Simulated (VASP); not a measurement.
# H3CCl2: density of states with r2SCAN

Crystal: H3CCl2.

```xyz
12
Lattice="4.4491 4.9864 0.0000 4.4491 -4.9864 0.0000 1.3362 0.0000 -3.6123" Properties=species:S:1:pos:R:3 pbc="T T T"
H     6.7321   -3.8096   -3.5978
H     3.5024   -3.8096   -0.0144
H     3.5024    3.8096   -0.0144
H     6.7321    3.8096   -3.5978
H     2.6019    0.0000   -1.3329
H     7.6325    0.0000   -2.2793
Cl    4.4491   -2.9260    0.0000
Cl    4.4491    2.9260    0.0000
Cl    3.3504    0.0000   -2.1847
Cl    6.8841    0.0000   -1.4276
C     5.1172   -1.5218   -1.8061
C     5.1172    1.5218   -1.8061
```

The cell was built by a generator and needn't be a form met in nature.

```
Program                : VASP 6.6.1
Task                   : density of states
Functional             : r2SCAN
Potentials or basis    : VASP PAW PBE potentials, release 64 (H, Cl, C)
Cutoff                 : 520 eV
k mesh                 : 4 × 4 × 7
Occupations            : tetrahedron
Spin                   : no spin polarisation
Dipole correction      : no
Further INCAR settings : ALGO = Normal; EDIFF = 1e-06; NBANDS = 33
```

```yaml
Pressure: 16.1 GPa
Largest_force: 7.533 eV/Å
Band_gap_on_the_k_mesh: none (metal or under the smearing width)
Valence_electrons_inside_the_program's_atomic_spheres: H 0.61, 0.80; Cl 5.11, 5.24; C 2.10
```

Forces in eV/Å, atoms in the order of the input:
```
H    0.929 -1.678 -0.709
H   -0.929 -1.678  0.709
H   -0.929  1.678  0.709
H    0.929  1.678 -0.709
H   -5.157  0.000  5.491
H    5.157  0.000 -5.491
Cl   0.000  3.171  0.000
Cl   0.000 -3.171  0.000
Cl   4.253  0.000 -4.763
Cl  -4.253  0.000  4.763
C    0.000 -0.378  0.000
C    0.000  0.378  0.000
```

Stress tensor (GPa, compression positive):
```
 21.24   0.00 -11.09
  0.00  15.38   0.00
-11.09   0.00  11.82
```

Levels at points of the mesh, in eV from the Fermi level:
| k point | band 19 | band 20 | band 21 | band 22 | band 23 | band 24 |
| --- | --- | --- | --- | --- | --- | --- |
| (0.00, 0.00, 0.00) | -1.05 | -0.73 | -0.32 | -0.04 | 0.00 | 0.34 |
| (0.50, 0.00, 0.00) | -1.00 | -0.84 | -0.19 | -0.19 | 0.10 | 0.44 |
| (0.50, 0.50, 0.00) | -1.00 | -0.83 | -0.36 | -0.25 | 0.40 | 0.74 |

States per cell in windows of 1 eV (zero at the Fermi level; states under -8 eV left out):
| from (eV) | total | Cl9_p | Cl10_p | C11_p | C12_p | Cl7_p | Cl8_p |
| --- | --- | --- | --- | --- | --- | --- | --- |
| -8.0 | 4.95 | 0.74 | 0.74 | 0.08 | 0.08 | 0.71 | 0.71 |
| -7.0 | 2.98 | 0.73 | 0.73 | 0.04 | 0.04 | 0.22 | 0.22 |
| -6.0 | 2.56 | 0.42 | 0.42 | 0.01 | 0.01 | 0.18 | 0.18 |
| -5.0 | 1.41 | 0.20 | 0.20 | 0.00 | 0.00 | 0.15 | 0.15 |
| -4.0 | 0.00 | 0.00 | 0.00 | 0.00 | 0.00 | 0.00 | 0.00 |
| -3.0 | 0.00 | 0.00 | 0.00 | 0.00 | 0.00 | 0.00 | 0.00 |
| -2.0 | 1.08 | 0.01 | 0.01 | 0.13 | 0.13 | 0.01 | 0.01 |
| -1.0 | 4.95 | 0.08 | 0.08 | 0.72 | 0.72 | 0.05 | 0.05 |
| 0.0 | 6.02 | 0.14 | 0.14 | 1.03 | 1.03 | 0.14 | 0.14 |
| 1.0 | 3.58 | 0.13 | 0.13 | 0.18 | 0.18 | 0.21 | 0.21 |
| 2.0 | 4.14 | 0.09 | 0.09 | 0.16 | 0.16 | 0.23 | 0.23 |
| 3.0 | 3.47 | 0.10 | 0.10 | 0.08 | 0.08 | 0.10 | 0.10 |
| 4.0 | 2.85 | 0.06 | 0.06 | 0.07 | 0.07 | 0.06 | 0.06 |
| 5.0 | 3.65 | 0.07 | 0.07 | 0.11 | 0.11 | 0.07 | 0.07 |
| 6.0 | 0.31 | 0.01 | 0.01 | 0.01 | 0.01 | 0.01 | 0.01 |

Wall time 6.4 min on 1 thread of Intel(R) Xeon(R) 6975P-C (Granite Rapids), on a shared host, peak memory 0.38 GiB.

Caveat: so large a pressure means that the cell lies far from this level's equilibrium, or that cutoff or potentials fall short; the potentials were made for another functional, which shifts forces and pressure; tetrahedron occupations give inexact forces and stress in metals.
